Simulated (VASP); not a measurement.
## CdSi4O: changing the strain (εxx = s)

```
CELL_PARAMETERS angstrom
0.00000 3.60175 3.60175
3.60175 0.00000 3.60175
3.60175 3.60175 0.00000
ATOMIC_POSITIONS crystal
Cd 0.50000 0.50000 0.50000
Si 0.87672 0.87672 0.36984
Si 0.87672 0.36984 0.87672
Si 0.87672 0.87672 0.87672
Si 0.36984 0.87672 0.87672
O 0.25000 0.25000 0.25000
```

The cell comes from a database or a generator and needn't be the stable form of this composition.

Kept alike: task single point; functional PBE; k mesh 5 × 5 × 5; occupations fermi-dirac, width 0.05 eV; no spin polarisation. Program: VASP, PBE PAW files Cd, O, Si, 520 eV. The mesh is that of the run's cell of 6 atoms. No spin-orbit coupling.

| s | free energy over the lowest row (meV/atom) |
| --- | --- |
| -0.04 | 7.06 |
| -0.02 | 1.81 |
| -0.01 | 0.47 |
| 0 | 0.00 |
| 0.01 | 0.37 |
| 0.02 | 1.42 |
| 0.04 | 4.84 |

The cell shown is the unstrained one; x, y and z are its Cartesian axes; atoms keep their fractions. For a metal such a mesh leaves the last digits unconverged.

What does the strain (εxx = s) change here?

The free energy is lowest at 0, and 7.06 meV an atom higher at -0.04.
